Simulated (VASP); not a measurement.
OSZICAR of a VASP run on Al (space group Fm-3m):

File OSZICAR:
```
       N       E                     dE             d eps       ncg     rms          rms(c)
DAV:   1    -0.264571151014E+01   -0.26457E+01   -0.60898E+02   705   0.183E+02
DAV:   2    -0.376500402002E+01   -0.11193E+01   -0.95573E+00   800   0.219E+01
DAV:   3    -0.377223589371E+01   -0.72319E-02   -0.72319E-02   720   0.182E+00
DAV:   4    -0.377224836200E+01   -0.12468E-04   -0.12468E-04   770   0.702E-02
DAV:   5    -0.377224841139E+01   -0.49385E-07   -0.50193E-07   710   0.358E-03    0.135E+00
DAV:   6    -0.375930448250E+01    0.12944E-01   -0.15853E-03   675   0.275E-01    0.784E-01
DAV:   7    -0.374981069864E+01    0.94938E-02   -0.48299E-03   655   0.449E-01    0.155E-01
DAV:   8    -0.374980660308E+01    0.40956E-05   -0.25397E-05   685   0.530E-02    0.126E-02
DAV:   9    -0.374980484663E+01    0.17564E-05   -0.10884E-06   655   0.689E-03    0.948E-04
DAV:  10    -0.374980450512E+01    0.34152E-06   -0.52881E-09   370   0.742E-04
   1 F= -.37498045E+01 E0= -.37491109E+01  d E =-.138724E-02
```

**Question.** Which electronic solver shows in the log?

**Answer.** It is blocked Davidson (ALGO = Normal, or the opening steps of other solvers). The INCAR had ALGO = Normal.

**Question.** Can the final energy be trusted as converged?

**Answer.** The run converged. It stopped with EDIFF = 1E-6, NELM = 100 (PBE GGA, plane waves, VASP's PBE PAW potentials (set 64)).

The structure comes from a computed database's Al entry; how it stands against other phases isn't given here. The cell was not relaxed at this level, and its volume differs by -5.9 % from the start's.
